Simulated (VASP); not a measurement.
Output of a VASP run:

### OSZICAR
```
...
DAV:   4    -0.221544151302E+02   -0.71009E-01   -0.70744E-01  5011   0.778E+00
DAV:   5    -0.221551116200E+02   -0.69649E-03   -0.69638E-03  5173   0.705E-01    0.235E+01
DAV:   6    -0.208518720070E+02    0.13032E+01   -0.32192E+00  4881   0.178E+01    0.721E+00
DAV:   7    -0.207075063470E+02    0.14437E+00   -0.56213E-01  5238   0.671E+00    0.916E-01
DAV:   8    -0.206983212389E+02    0.91851E-02   -0.10255E-02  4725   0.108E+00    0.129E-01
DAV:   9    -0.206984394041E+02   -0.11817E-03   -0.24690E-04  5436   0.141E-01    0.194E-02
DAV:  10    -0.206984359315E+02    0.34726E-05   -0.13118E-05  4881   0.317E-02    0.102E-02
DAV:  11    -0.206984355013E+02    0.43024E-06   -0.13854E-06  2550   0.124E-02
   1 F= -.20698436E+02 E0= -.20698726E+02  d E =-.206984E+02
       N       E                     dE             d eps       ncg     rms          rms(c)
DAV:   1    -0.207556370688E+02   -0.57201E-01   -0.17440E+00  4735   0.156E+01    0.249E+00
DAV:   2    -0.206980879515E+02    0.57549E-01   -0.16958E-01  4760   0.420E+00    0.381E-01
DAV:   3    -0.206955407349E+02    0.25472E-02   -0.19432E-02  5041   0.128E+00    0.357E-01
DAV:   4    -0.206963985273E+02   -0.85779E-03   -0.10059E-03  4674   0.247E-01    0.406E-02
DAV:   5    -0.206964142398E+02   -0.15712E-04   -0.20464E-04  5056   0.133E-01    0.267E-02
DAV:   6    -0.206964188439E+02   -0.46041E-05   -0.12141E-05  4675   0.302E-02    0.366E-03
DAV:   7    -0.206964191962E+02   -0.35224E-06   -0.44648E-07  2340   0.609E-03
   2 F= -.20696419E+02 E0= -.20696773E+02  d E =0.201631E-02
       N       E                     dE             d eps       ncg     rms          rms(c)
DAV:   1    -0.207292399650E+02   -0.32821E-01   -0.89355E-01  4729   0.111E+01    0.184E+00
DAV:   2    -0.206996895250E+02    0.29550E-01   -0.86091E-02  4753   0.301E+00    0.279E-01
DAV:   3    -0.206982943342E+02    0.13952E-02   -0.10212E-02  5059   0.932E-01    0.272E-01
DAV:   4    -0.206987752350E+02   -0.48090E-03   -0.48971E-04  4692   0.174E-01    0.192E-02
DAV:   5    -0.206987967970E+02   -0.21562E-04   -0.10315E-04  5082   0.931E-02    0.150E-02
DAV:   6    -0.206987999945E+02   -0.31975E-05   -0.44298E-06  4643   0.183E-02    0.298E-03
DAV:   7    -0.206987998362E+02    0.15836E-06   -0.15925E-07  2301   0.385E-03
   3 F= -.20698800E+02 E0= -.20699112E+02  d E =-.364335E-03
       N       E                     dE             d eps       ncg     rms          rms(c)
DAV:   1    -0.206996253228E+02   -0.82533E-03   -0.36565E-02  4598   0.169E+00    0.186E-01
DAV:   2    -0.206989562932E+02    0.66903E-03   -0.11136E-03  4919   0.311E-01    0.696E-02
DAV:   3    -0.206988242091E+02    0.13208E-03   -0.46076E-04  5249   0.162E-01    0.235E-02
DAV:   4    -0.206988270537E+02   -0.28446E-05   -0.14890E-05  4742   0.383E-02    0.569E-03
DAV:   5    -0.206988267632E+02    0.29053E-06   -0.16405E-06  2372   0.122E-02
   4 F= -.20698827E+02 E0= -.20699138E+02  d E =-.269270E-04
       N       E                     dE             d eps       ncg     rms          rms(c)
DAV:   1    -0.206989444593E+02   -0.11741E-03   -0.47666E-03  4590   0.611E-01    0.674E-02
DAV:   2    -0.206988574480E+02    0.87011E-04   -0.14703E-04  4855   0.113E-01    0.252E-02
DAV:   3    -0.206988397214E+02    0.17727E-04   -0.60572E-05  5217   0.585E-02    0.858E-03
DAV:   4    -0.206988392458E+02    0.47565E-06   -0.18160E-06  2789   0.137E-02
   5 F= -.20698839E+02 E0= -.20699152E+02  d E =-.394096E-04
```

OUTCAR:
```
------------------------ aborting loop because EDIFF is reached ----------------------------------------
  FORCE on cell =-STRESS in cart. coord.  units (eV):
  Direction    XX          YY          ZZ          XY          YZ          ZX
  --------------------------------------------------------------------------------------
  Total        0.0060588      0.0060588      0.0115450      0.0000000     -0.0000000      0.0000000
  in kB        0.3372320      0.3372321      0.6425925      0.0000000     -0.0000000      0.0000000
  external PRESSURE =       0.4390189 kB  Pullay stress =       0.0000000 kB
  volume of cell :       28.79
      direct lattice vectors                 reciprocal lattice vectors
     1.374992262 -2.381556856 -0.000000000     0.363638410 -0.209946699  0.000000000
     1.374992262  2.381556856  0.000000000     0.363638410  0.209946699  0.000000000
    -0.000000000  0.000000000  4.395175834     0.000000000 -0.000000000  0.227522183
 POSITION                                       TOTAL-FORCE (eV/Angst)
 -----------------------------------------------------------------------------------
      1.37499      0.79385      1.09879         0.000000     -0.000000      0.000000
      1.37499     -0.79385      3.29638        -0.000000      0.000000      0.000000
 -----------------------------------------------------------------------------------
    total drift:                                0.000027      0.000620     -0.000043
  FREE ENERGIE OF THE ION-ELECTRON SYSTEM (eV)
  ---------------------------------------------------
  free  energy   TOTEN  =       -20.6988392458 eV

  energy  without entropy=      -20.6997784901  energy(sigma->0) =      -20.69915233

 reached required accuracy - stopping structural energy minimisation
```
(Selected blocks of OUTCAR.)

POSCAR:
```
Tc
1
    1.3724620931    -2.3771744724    -0.0000000000
    1.3724620931     2.3771744724     0.0000000000
    0.0000000000     0.0000000000     4.3974216093
Tc
2
Direct
  0.3333330000   0.6666670000   0.2500000000
  0.6666670000   0.3333330000   0.7500000000
```

Problem. Write an INCAR and KPOINTS that could have produced this output.

Solution. This is not unique; one that fits is the input of the run itself, PBE GGA, plane waves, VASP's PBE PAW potentials (set 64).

### INCAR
```
ALGO = Normal
EDIFF = 1E-6
EDIFFG = -0.02
ENCUT = 500
GGA = PE
IBRION = 2
ISIF = 3
ISMEAR = 1
LASPH = .TRUE.
LCHARG = .FALSE.
LMAXMIX = 4
LREAL = .FALSE.
LWAVE = .FALSE.
NELM = 100
NSW = 40
PREC = Accurate
SIGMA = 0.1
SYSTEM = Tc
```

### KPOINTS
```
Automatic mesh
0
Gamma
15 15 8
0 0 0
```

POTCAR, in this order: Tc_pv (PBE.64 set). Program: vasp_std.

The compound is Tc in the hcp structure. This run relaxes it. Symmetry was kept, so distortions that lower it aren't found.
